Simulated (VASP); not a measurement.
An input for Ansatz (written as the equivalent of a VASP run, and not itself run):

Ansatz 0.2 input:
```yaml
crystal:
  lattice:
    - [4.6023307, 0.0000000, 0.0000000]
    - [0.0000000, 4.6023307, 0.0000000]
    - [0.0000000, 0.0000000, 2.9601607]
  atoms:
    - { symbol: Ti, position: [0.0000000, 0.0000000, 0.0000000] }
    - { symbol: Ti, position: [0.5000000, 0.5000000, 0.5000000] }
    - { symbol: O, position: [0.3045125, 0.3045125, 0.0000000] }
    - { symbol: O, position: [0.8045125, 0.1954875, 0.5000000] }
    - { symbol: O, position: [0.1954875, 0.8045125, 0.5000000] }
    - { symbol: O, position: [0.6954875, 0.6954875, 0.0000000] }
kpoints:
  mp_grid: { grid: [5, 5, 8] }
hamiltonian:
  xc: r2scan
  pseudopotentials: { kind: paw }
scf:
  occupations: { method: gaussian, width: 0.05 }
  max_iter: 100
relax:
  max_steps: 40
  f_tol: 0.02
  cell: {}
output: { forces: true, stress: true, eigenvalues: true }
```

### Question
Translate this input to VASP (INCAR, KPOINTS, POSCAR, choice of POTCAR).

### Answer
Several could match; the one computed here: 
File KPOINTS:
```
Automatic mesh
0
gamma
  5 5 8
0 0 0
```

**INCAR**
```
SIGMA=0.05   ! width (eV)
LREAL=.FALSE.
EDIFFG=-0.02   ! ionic stop
ALGO=Normal   ! blocked Davidson
LWAVE=.FALSE.
EDIFF=1E-6   ! SCF stop (eV)
ISMEAR=0
METAGGA=R2SCAN
NSW=40
LMIXTAU=.TRUE.
PREC=Accurate
LMAXMIX=4
LCHARG=.FALSE.
LASPH=.TRUE.   ! aspherical one-centre terms
NELM=100
SYSTEM=TiO2
IBRION=2   ! conjugate gradients
ENCUT=620   ! plane-wave cut-off (eV)
ISIF=3
```

POSCAR:
```
TiO2
1.0
  4.6023307150   0.0000000000   0.0000000000
  0.0000000000   4.6023307150   0.0000000000
  0.0000000000   0.0000000000   2.9601607104
Ti O
2 4
direct
  0.0000000000   0.0000000000   0.0000000000
  0.5000000000   0.5000000000   0.5000000000
  0.3045125053   0.3045125053   0.0000000000
  0.8045125053   0.1954874947   0.5000000000
  0.1954874947   0.8045125053   0.5000000000
  0.6954874947   0.6954874947   0.0000000000
```

POTCAR, in this order: Ti_sv O (PBE.64 set). Program: vasp_std.

The two are equivalent in intent, not identical: each code has its own PAW files, so the cut-off isn't converted (ENCUT is set for VASP's; basis.ecutwfc is left out, and Ansatz then takes the one that its files recommend); Ansatz stops its SCF on the density residual and VASP on the energy change (EDIFF).

The compound is TiO2 in the rutile structure. It was relaxed first.
